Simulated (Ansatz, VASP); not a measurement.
## Be (Beryllium): VASP beside Ansatz

Wanted: the spread between two codes on one cell, functional and k mesh. Of the first pair: The cell is taken from a series of runs on this material, whose earlier steps may have relaxed, scaled, displaced or heated it; both programs get it as it stands.

Calculated with Ansatz 0.2.0; plane waves, with VASP 6.6.1 beside it; relaxation of cell and atoms at LDA and single point at LDA.

### Step 1. Starting point

The structure is hexagonal, space group P6_3/mmc (No. 194). Conventional cell: a = 2.235 Å, b = 2.235 Å, c = 3.490 Å, α = 90.00°, β = 90.00°, γ = 120.00°. Be has 12 Be at 2.17 to 2.24 Å nearest.

Coordinates:

```
Be
1.0
     2.23536    0.00000    0.00000
    -1.11768    1.93588    0.00000
     0.00000    0.00000    3.48985
Be
2
Direct
  0.33333 0.66667 0.25000
  0.66667 0.33333 0.75000
```

### Step 2. VASP: relaxation of cell and atoms, LDA, pair 1

The relaxed volume is the usual yardstick between codes: in a stiff, nearly cubic crystal its relative difference is about their pressure difference at one cell divided by the bulk modulus.

Lines of VASP's logs that name or quote its potential files are left out, and so is its time.

INCAR

```
SYSTEM = Be
PREC = Accurate
ENCUT = 600
EDIFF = 1E-07
NELM = 120
ISMEAR = 0
SIGMA = 0.1
LREAL = .FALSE.
ALGO = Normal
GGA = CA
NBANDS = 8
LORBIT = 11
LWAVE = .FALSE.
LCHARG = .FALSE.
ISIF = 3
IBRION = 2
NSW = 80
EDIFFG = -0.005
LASPH = .TRUE.
GGA_COMPAT = .FALSE.
NELMIN = 4
```

POSCAR

```
Be
1.0
    2.2353610000      0.0000000000      0.0000000000
   -1.1176800000      1.9358790000      0.0000000000
    0.0000000000      0.0000000000      3.4898470000
Be
2
Direct
    0.3333331842      0.6666666667      0.2500000716
    0.6666663684      0.3333333333      0.7499999284
```

KPOINTS

```
Automatic mesh
0
Gamma
21 21 12
0 0 0
```

The projector-augmented-wave data sets are Be (LDA family, release 64).

Launch:

```
mpirun -np 1 vasp_std
```

Numbers of over 12 decimals in the logs are rounded to 6 here.

Output:

```text
[banner, memory and clock lines left out]
running    1 mpi-ranks, on    1 nodes
 distrk:  each k-point on    1 cores,    1 groups
 distr:  one band on    1 cores,    1 groups

 POSCAR found type information on POSCAR Be
 POSCAR found :  1 types and       2 ions
 LDA part: xc-table for (Slater(with rela. corr.)+CA(PZ))
 , standard interpolation
 POSCAR, INCAR and KPOINTS ok, starting setup
 FFT: planning ... GRIDC
 FFT: planning ... GRID_SOFT
 FFT: planning ... GRID
 WAVECAR not read
 entering main loop
       N       E                     dE             d eps       ncg     rms          rms(c)
DAV:   1    -0.430024131394E+01   -0.43002E+01   -0.20429E+03  5464   0.468E+02
DAV:   2    -0.845812061509E+01   -0.41579E+01   -0.40137E+01  8456   0.456E+01
DAV:   3    -0.847295120825E+01   -0.14831E-01   -0.14827E-01  5680   0.272E+00
DAV:   4    -0.847295785213E+01   -0.66439E-05   -0.66436E-05  7736   0.505E-02
DAV:   5    -0.847295785396E+01   -0.18246E-08   -0.94435E-09  5624   0.285E-04    0.128E+00
DAV:   6    -0.843320654108E+01    0.39751E-01   -0.29380E-03  7176   0.387E-01    0.774E-01
DAV:   7    -0.841497070107E+01    0.18236E-01   -0.48430E-03  7440   0.485E-01    0.207E-02
DAV:   8    -0.841496258401E+01    0.81171E-05   -0.84017E-06  5720   0.288E-02    0.539E-03
DAV:   9    -0.841496151398E+01    0.10700E-05   -0.58817E-07  7440   0.656E-03    0.521E-04
DAV:  10    -0.841496150282E+01    0.11164E-07   -0.15345E-09  3400   0.370E-04
   1 F= -.84149615E+01 E0= -.84142173E+01  d E =-.841496E+01
[...]
2 F= -.84165790E+01 E0= -.84158732E+01  d E =-.161745E-02
[...]
3 F= -.84166071E+01 E0= -.84159057E+01  d E =-.164558E-02
 curvature:  -0.58 expect dE=-0.104E-04 dE for cont linesearch -0.235E-09
 trial: gam= 0.00676 g(F)=  0.437E-44 g(S)=  0.181E-04 ort =-0.107E-05 (trialstep = 0.103E+01)
 search vector abs. value=  0.182E-04
 bond charge predicted
       N       E                     dE             d eps       ncg     rms          rms(c)
DAV:   1    -0.841661770380E+01   -0.10620E-04   -0.45666E-05  6472   0.526E-02    0.280E-03
DAV:   2    -0.841661750371E+01    0.20009E-06   -0.73170E-08  6016   0.233E-03    0.173E-03
DAV:   3    -0.841661738662E+01    0.11709E-06   -0.26506E-08  3920   0.129E-03    0.733E-05
DAV:   4    -0.841661738620E+01    0.42289E-09   -0.32923E-10  2688   0.197E-04
   4 F= -.84166174E+01 E0= -.84159179E+01  d E =-.103022E-04
 trial-energy change:   -0.000010  1 .order   -0.000010   -0.000019   -0.000002
 step:   1.1541(harm=  1.1541)  dis= 0.00000  next Energy=    -8.416618 (dE=-0.104E-04)
 reached required accuracy - stopping structural energy minimisation
```

Parts of OUTCAR (step 2):

```text
ion  position               nearest neighbor table
   1  0.333  0.667  0.250-   2 2.17   2 2.17   2 2.17   2 2.17   2 2.17   2 2.17
   2  0.667  0.333  0.750-   1 2.17   1 2.17   1 2.17   1 2.17   1 2.17   1 2.17

  LATTYP: Found a hexagonal cell.
 ALAT       =     2.2353610000
 C/A-ratio  =     1.5612006293

 Subroutine GETGRP returns: Found 24 space group operations
 (whereof 12 operations were pure point group operations)

The static configuration has the point symmetry D_3d.
 The point group associated with its full space group is D_6h.

 Found    336 irreducible k-points:

   k-points           NKPTS =    336   k-points in BZ     NKDIM =    336   number of bands    NBANDS=      8

   dimension x,y,z NGX =    18 NGY =   18 NGZ =   28
   dimension x,y,z NGXF=    36 NGYF=   36 NGZF=   56

   ENCUT  =  600.0 eV  44.10 Ry    6.64 a.u.   4.46  4.46  6.97*2*pi/ulx,y,z

   NELECT =       4.0000    total number of electrons

 k-points in reciprocal lattice and weights: Automatic mesh
   0.00000000  0.00000000  0.00000000       0.000
   0.04761905  0.00000000  0.00000000       0.001
   0.09523810  0.00000000  0.00000000       0.001
   0.14285714  0.00000000  0.00000000       0.001
   0.19047619  0.00000000  0.00000000       0.001
   0.23809524  0.00000000  0.00000000       0.001
   0.28571429  0.00000000  0.00000000       0.001
   0.33333333  0.00000000  0.00000000       0.001
   0.38095238  0.00000000  0.00000000       0.001
[...]
0.33333333  0.28571429  0.50000000       0.002
   0.33333333  0.33333333  0.50000000       0.000

 average (electrostatic) potential at core
       1 -29.8515       2 -29.8515

 E-fermi :   7.1599

 k-point     1 :       0.0000    0.0000    0.0000
  band No.  band energies     occupation
      1      -4.3104      2.00000
      2       2.4997      2.00000
      3       8.4506      0.00000
      4      23.4579      0.00000
      5      23.4579      0.00000
      6      26.3615      0.00000
      7      26.3615      0.00000
    ...

 k-point     2 :       0.0476    0.0000    0.0000
  band No.  band energies     occupation
      1      -4.2453      2.00000
      2       2.5876      2.00000
      3       8.4647      0.00000
      4      22.9177      0.00000
      5      23.0292      0.00000
      6      26.3736      0.00000
      7      26.5879      0.00000
    ...

 k-point     3 :       0.0952    0.0000    0.0000
  band No.  band energies     occupation
      1      -4.0497      2.00000
      2       2.8514      2.00000
      3       8.5040      0.00000
      4      21.5297      0.00000
      5      22.1055      0.00000
      6      26.3623      0.00000
      7      26.8797      0.00000
    ...

  Total       -0.0018258     -0.0018258     -0.0016552     -0.0000000      0.0000000      0.0000000
  in kB       -0.1931178     -0.1931177     -0.1750704     -0.0000000      0.0000000      0.0000000
  external PRESSURE =      -0.1871020 kB  Pullay stress =       0.0000000 kB

  energy-cutoff  :      600.00
  volume of cell :       15.15
      direct lattice vectors                 reciprocal lattice vectors
     2.229056209 -0.000000002  0.000000000     0.448620361  0.259011025 -0.000000000
    -1.114527608  1.930418896 -0.000000000     0.000000000  0.518022281  0.000000000
     0.000000000 -0.000000000  3.520278545    -0.000000000  0.000000000  0.284068430

 POSITION                                       TOTAL-FORCE (eV/Angst)
 -----------------------------------------------------------------------------------
     -0.00000      1.28695      0.88007        -0.000000      0.000000      0.000000
      1.11453      0.64347      2.64021         0.000000     -0.000000     -0.000000
 -----------------------------------------------------------------------------------
    total drift:                                0.000001      0.000000      0.000000

  FREE ENERGIE OF THE ION-ELECTRON SYSTEM (eV)
  ---------------------------------------------------
  free  energy   TOTEN  =        -8.4166173862 eV

  energy  without entropy=       -8.4152184001  energy(sigma->0) =       -8.41591789

 reached required accuracy - stopping structural energy minimisation

 total charge
# of ion       s       p       d       tot
------------------------------------------
    1        0.411   0.807   0.000   1.218
    2        0.411   0.807   0.000   1.218
--------------------------------------------------
tot          0.823   1.614   0.000   2.436

[... 3 further parts left out ...]
```

CONTCAR:

```
Be
   1.00000000000000
     2.2290562094587836   -0.0000000016265475    0.0000000000000000
    -1.1145276075482629    1.9304188955278201   -0.0000000000000000
     0.0000000000000000   -0.0000000000000000    3.5202785446838734
  Be
     2
Direct
     0.3333331842000007    0.6666666667000030    0.2500000715999988
     0.6666663684000014    0.3333333332999970    0.7499999284000012
```

The run keeps the 24 symmetry operations of its start, so it cannot find a distortion of lower symmetry.

### Step 3. Ansatz: relaxation of cell and atoms, LDA, pair 1

Ansatz runs on its PAW soft_1 files.

The same cell, functional (in two slightly different forms), mesh and smearing now go to Ansatz, which takes its cutoff from its data sets.

input.yaml

```yaml
crystal:
  lattice:
    - [2.2353605474, 0.0, 0.0]
    - [-1.1176802737, 1.9358790206, 0.0]
    - [0.0, 0.0, 3.4898465795]
  atoms:
    - { symbol: Be, position: [0.3333333333, 0.6666666667, 0.25] }
    - { symbol: Be, position: [0.6666666667, 0.3333333333, 0.75] }
kpoints:
  mp_grid: { grid: [21, 21, 12] }
hamiltonian:
  xc: lda
  pseudopotentials: { kind: paw, azcp: { folder: soft_1 }, xc_functional: pbe }
scf:
  occupations: { method: gaussian, width: 0.1 }
output:
  forces: true
  stress: true
  eigenvalues: true
relax:
  adjacent_minimum: "off"
  f_tol: 0.005
  max_steps: 80
  cell: { stress_tol: 0.05 }
```

Launch:

```
ansatz run input.yaml --threads 4 --pin off --max-ram 10240MiB --backend cpu --events-out ev --progress --plain --runs-dir out
```

Output:

```text
Engine: ansatz 0.2.0, aarch64-unknown-linux-gnu
Pseudopotentials: kind: paw
Pseudopotential: Be, paw, valence charge 2, recommended cutoff 420 eV (normal), soft_1/Be.paw.azcp
Functional definition: SPW92
  exchange = slater_x
  correlation = pw_c
Crystal: 2 atoms, lattice volume = 15.102 Å³
Basis set: ecut = 420 eV, 299 PW (Γ)
Bands: 6, of which v1, the nominal top of the filled ones, is band 2 counted from 1 (1 counted from 0)
Symmetry: 24 space group operations
Space group: P63/mmc (ITA 194), of the structure as read, at distance tolerance 2.5e-5 Å
k-points: 336 of 5292
Non-local potential: Be, projectors of the file, l = 0: 2, l = 1: 2, l = 2: 1
PAW form: soft (Blöchl's): semilocal exchange-correlation on the pseudo side does not see the compensation charge
PAW frozen core: Be, regenerated for the run's functional, and the local potential with it (the file was generated under x = pbe(κ = 0.804, μ = 0.219515), c = pbe(β = 0.066725))
PAW one-centre angular grid: Be, 110 points (default); XC on 64 Gauss nodes
Initial density: superposition of atomic densities (chi_scale 0.1, normalization cell)
Initial wavefunctions: pseudopotential atomic-orbital guess
Functional: x = slater, c = lda
SCF iter   1: F=—  HF=-176.465126 eV  |F-HF|=—  |Δ(HF+E_count)|=         —  Δρ=1.58e-2  dr2=2.75e-2  ethr=3.10e-3  ⟨swp⟩=4.7  Hψ=16888  notcnv=0
preconditioner: auto → none  [metal: Δε(μ)=0.021 eV  Ē_g=13.200 eV  σ=0.100 eV  W_gap=0.12  n_scr=2 (ndim 8)  ℏωp=19.1 eV  f_vac=0.000  D(μ)=0.30/eV (n_scr^D=2)  sad-step TF]
SCF iter   2: F=—  HF=-176.465791 eV  |F-HF|=—  |Δ(HF+E_count)|=   6.65e-4  Δρ=9.66e-3  dr2=1.06e-2  ethr=6.88e-4  ⟨swp⟩=1.0  Hψ=4704  notcnv=0
SCF iter   3: F=—  HF=-176.464960 eV  |F-HF|=—  |Δ(HF+E_count)|=   8.32e-4  Δρ=4.89e-4  dr2=2.97e-5  ethr=2.66e-4  ⟨swp⟩=1.0  Hψ=2014  notcnv=0
SCF iter   4: F=—  HF=-176.464953 eV  |F-HF|=—  |Δ(HF+E_count)|=   7.20e-6  Δρ=2.28e-5  dr2=5.61e-8  ethr=2.50e-9  ⟨swp⟩=3.6  Hψ=9033  notcnv=0
SCF iter   5: F=-176.464953 eV  HF=-176.464953 eV  |F-HF|=5.97e-11  |Δ(HF+E_count)|=   7.57e-9  Δρ=2.02e-6  dr2=2.82e-10  ethr=1.40e-9  ⟨swp⟩=2.0  Hψ=5713  notcnv=0
SCF 1 converged in 5 iterations: F = -176.464953 eV  dr2 = 2.82e-10
  greatest PAW one-centre occupation: 0.364 electrons in one spin orbital (limit 2), on the Be atom at site 1 (counted from 0), in its partial waves of l = 0
relax step   1: F+E_penalty+E_count = -176.46495254 eV  Δ(F+E_penalty+E_count) = +0.000e0 eV  max|allowed force component| = 1.480e-16 eV/Å  Δτ_max = 0.0000 Å  P = +0.035 GPa  Ω = 15.102 Å³  (5 SCF iters, dr2 threshold 1.00e-7 eV, accepted)
[...]
relax step   2: F+E_penalty+E_count = -176.46651072 eV  Δ(F+E_penalty+E_count) = -1.558e-3 eV  max|allowed force component| = 1.480e-16 eV/Å  Δτ_max = 0.0000 Å  P = -0.019 GPa  Ω = 15.093 Å³  energy of the carried Pulay correction = +2.861e-6 eV  (3 SCF iters, dr2 threshold 2.00e-7 eV, accepted)
[...]
relax step   3: F+E_penalty+E_count = -176.46655633 eV  Δ(F+E_penalty+E_count) = -4.562e-5 eV  max|allowed force component| = 1.573e-16 eV/Å  Δτ_max = 0.0000 Å  P = -0.004 GPa  Ω = 15.088 Å³  energy of the carried Pulay correction = +3.663e-6 eV  (3 SCF iters, dr2 threshold 2.00e-7 eV, accepted)
[...]
relax step   4: F+E_penalty+E_count = -176.46655432 eV  Δ(F+E_penalty+E_count) = +2.011e-6 eV  max|allowed force component| = 1.203e-16 eV/Å  Δτ_max = 0.0000 Å  P = -0.005 GPa  Ω = 15.088 Å³  stress off target by 2.44e-2 GPa  SCF on the basis re-selected at this cell (its energy is not comparable with the rows above)  (3 SCF iters)
basis re-selected at this cell: Δ(F+E_penalty+E_count) = +2.011e-6 eV, ΔP = -0.000 GPa vs the last step (what re-selecting the basis moved, of the pressure what is left beyond the Pulay correction that the steps carried, after the strain that the cell walked since its last selection, with what the two solves' SCF thresholds leave and, on support functions, any second-order correction that the steps lacked; it is no m [...]
SCF converged after 3 iterations
Free energy (F): -176.466554 eV
Harris-Foulkes:  -176.466554 eV  (|F-HF|=0.00e0)
Internal energy: -176.465162 eV  (E = F + TS)
E sigma→0 (E₀):  -176.465858 eV
Entropy (-TS):   -0.001392 eV (-0.696 meV/atom)
Fermi energy:    8.401145 eV
--- Per-component energies (eV) ---
  E_band       = 12.873878
  E_kinetic    = 44.374813
  E_local      = 6.023071  (includes V_loc(G=0)·N_el)
  E_nonlocal   = 8.086781
  E_hartree    = 0.075710
  E_xc         = -41.056282
  E_vxc        = -42.319383  (∫ρ·V_xc dr)
  E_paw        = -109.224244  (= ΣΔE_a)
  E_vpaw       = -3.442823  (= ΣTr[D̂ρ^β])
  E_aug_tail   = -0.000001  (compensation charges beyond the density's cutoff)
  E_ewald      = -84.805584
  E_core_change = 0.060574  (= ΣΔE_core)
  E_smearing   = -0.001392  (= −TS)
  E_closure    = 0.000000  (closes the sum)
  Σ components = -176.466554   (vs F -176.466554, Δ=0.00e0)
--- Forces (eV/Å), atoms counted from 1 ---
  atom   1  Be    -0.00000000     0.00000000     0.00000000
  atom   2  Be    -0.00000000    -0.00000000    -0.00000000
  max |Σ_I F_I| component: 1.85e-16 eV/Å
--- Stress (GPa, compression-positive) ---
        0.005220      -0.000000       0.000000
        0.000000       0.005220       0.000000
        0.000000       0.000000      -0.024394
  P = ⅓ Tr σ = -0.0047 GPa (-0.047 kbar)
--- Band table (eV; the first three rows and the last of 336) ---
  k-point 0: bands = ["-3.0918", "3.7242", "9.6976", "24.7470", "24.7470", "27.6587"]
  k-point 1: bands = ["-3.0319", "3.3814", "10.1842", "24.8025", "24.8025", "27.6371"]
  k-point 2: bands = ["-2.8520", "2.5808", "11.4146", "24.9664", "24.9664", "27.5631"]
  k-point 335: bands = ["7.1760", "7.1760", "8.7086", "8.7086", "15.1556", "15.1556"]
--- Relaxed structure (3 steps of the walk, 3 accepted, 1 SCFs on fresh bases) ---
  F+E_penalty+E_count = -176.46655432 eV   max|allowed force component| = 1.203e-16 eV/Å   (the final SCF, on the basis selected at the relaxed cell)
  cell:  # Å, volume = 15.0885 Å³
    - [2.225970, 0.0, 0.0]
    - [-1.112985, 1.927746, 0.0]
    - [0.0, 0.0, 3.516224]
  atoms:
    - { symbol: Be, position: [0.333333, 0.666667, 0.250000] }
    - { symbol: Be, position: [0.666667, 0.333333, 0.750000] }
```

### Step 4. Comparison

Known differences besides the potentials themselves: the two LDA forms differ slightly; the cutoff is 420 eV in Ansatz and 600 eV in VASP; VASP's log shows a relativistic correction to its local exchange, Ansatz's none; Ansatz adds a Pulay correction to the stress that steers its cell, VASP none. Total energies have different zeros and are not compared.

Compared:

```csv
quantity,Ansatz,VASP,difference
volume (Å³),15.09,15.15,-0.39 %
"edge a after relaxation, in the typed setting (Å)",2.226,2.229,-0.14 %
"edge c after relaxation, in the typed setting (Å)",3.516,3.520,-0.12 %
```

### Step 5. Ansatz: relaxation, LDA

This run makes the geometry at which the two programs are then compared.

The structure compared here is the end of the Ansatz relaxation.

input.yaml, the sections that differ from step 3:

```yaml
crystal:
  lattice:
    - [2.1832684407, 0.0, 0.0]
    - [-1.0916342204, 1.8907659329, 0.0]
    - [0.0, 0.0, 3.5136455052]
  atoms:
    - { symbol: Be, position: [0.3333333333, 0.6666666667, 0.25] }
    - { symbol: Be, position: [0.6666666667, 0.3333333333, 0.75] }
kpoints:
  mp_grid: { grid: [24, 24, 12] }
scf:
  occupations: { method: methfessel_paxton, width: 0.2 }
relax:
  adjacent_minimum: "off"
  f_tol: 0.001
  max_steps: 60
  cell: { stress_tol: 0.01, fix: [a, b, gamma] }
# hamiltonian, output: as in step 3
```

Output:

```text
[...]
Crystal: 2 atoms, lattice volume = 14.505 Å³
Basis set: ecut = 420 eV, 287 PW (Γ)
Bands: 6, of which v1, the nominal top of the filled ones, is band 2 counted from 1 (1 counted from 0)
Symmetry: 24 space group operations
[...]
k-points: 427 of 6912
[...]
P = ⅓ Tr σ = 5.2962 GPa (52.962 kbar)
--- Band table (eV; the first three rows and the last of 427) ---
[...]
--- Relaxed structure (3 steps of the walk, 3 accepted, 1 SCFs on fresh bases) ---
[...]
cell:  # Å, volume = 14.5129 Å³
    - [2.183268, 2.8867493096062604e-11, 0]
    - [-1.091634, 1.890766, 0]
    - [0.0, 0, 3.515684]
  atoms:
    - { symbol: Be, position: [0.333333, 0.666667, 0.250000] }
    - { symbol: Be, position: [0.666667, 0.333333, 0.750000] }
[key lines of the parts left out:]
SCF converged after 3 iterations
Free energy (F): -176.453357 eV
Fermi energy:    8.780474 eV
```

### Step 6. VASP: single point, LDA

The same cell, functional (in two slightly different forms), mesh and smearing now go to VASP, with its own data sets.

INCAR

```
SYSTEM = Be
PREC = Accurate
ENCUT = 600
EDIFF = 1E-06
NELM = 120
ISMEAR = 1
SIGMA = 0.2
LREAL = .FALSE.
ALGO = Normal
GGA = CA
NBANDS = 8
LORBIT = 11
LWAVE = .FALSE.
LCHARG = .FALSE.
ISIF = 2
LASPH = .TRUE.
GGA_COMPAT = .FALSE.
```

POSCAR

```
Be
1.0
    2.1832684407      0.0000000000      0.0000000000
   -1.0916342204      1.8907659329      0.0000000000
    0.0000000000      0.0000000000      3.5156843743
Be
2
Direct
    0.3333333333      0.6666666667      0.2500000000
    0.6666666667      0.3333333333      0.7500000000
```

KPOINTS

```
Automatic mesh
0
Gamma
24 24 12
0 0 0
```

Launch:

```
mpirun -np 1 vasp_std
```

Output:

```text
[... set-up lines as in an earlier step ...]
 entering main loop
       N       E                     dE             d eps       ncg     rms          rms(c)
DAV:   1    -0.439367976805E+01   -0.43937E+01   -0.20230E+03  6960   0.467E+02
DAV:   2    -0.845285807271E+01   -0.40592E+01   -0.39770E+01 10912   0.464E+01
DAV:   3    -0.846565847543E+01   -0.12800E-01   -0.12773E-01  7072   0.259E+00
DAV:   4    -0.846566200049E+01   -0.35251E-05   -0.35242E-05  9776   0.461E-02
[...]
DAV:   8    -0.840141132489E+01    0.10711E-04   -0.75302E-06  7264   0.270E-02    0.566E-03
DAV:   9    -0.840141014250E+01    0.11824E-05   -0.61397E-07  8224   0.682E-03    0.539E-04
DAV:  10    -0.840141013393E+01    0.85711E-08   -0.19280E-09  3448   0.415E-04
   1 F= -.84014101E+01 E0= -.84012419E+01  d E =-.504590E-03
```

Parts of OUTCAR (step 6):

```text
  Total        0.7706528      0.7706528      0.0510570     -0.0000000      0.0000000      0.0000000
  in kB       85.0774707     85.0774707      5.6365175     -0.0000000      0.0000000      0.0000000
  external PRESSURE =      58.5971530 kB  Pullay stress =       0.0000000 kB

 POSITION                                       TOTAL-FORCE (eV/Angst)
 -----------------------------------------------------------------------------------
     -0.00000      1.26051      0.87892        -0.000000     -0.000000      0.000000
      1.09163      0.63026      2.63676         0.000000      0.000000      0.000000
 -----------------------------------------------------------------------------------
    total drift:                                0.000000     -0.000000      0.000000

  FREE ENERGIE OF THE ION-ELECTRON SYSTEM (eV)
  ---------------------------------------------------
  free  energy   TOTEN  =        -8.4014101339 eV

  energy  without entropy=       -8.4009055438  energy(sigma->0) =       -8.40124194

[... 3 further parts left out ...]
[key lines of the parts left out:]
E-fermi :   7.5252
```

The run ends at a pressure of 5.86 GPa.

### Step 7. Differences

What differs besides the data sets and the points named for the pairs above, as far as they apply: Ansatz's pressure holds a Pulay correction, VASP's none. Total energies have different zeros and are not compared.

Both answers:

```csv
quantity,Ansatz,VASP,difference
pressure (GPa),5.30,5.86,-0.56
```

(Part 1 of 2 ends here.)

[Lines on the potential files, build, host, timing and source positions are cut from VASP's logs without a mark.]

[Logs are printed without paths, hosts, clocks, repeated set-up lines and the standing remarks that a program may print on its own settings, such as how far it seeks lower states.]

[Hosts, paths, dates, database ids (printed as entryN), source tags and the programs' standing remarks are cut or masked in the printed files.]
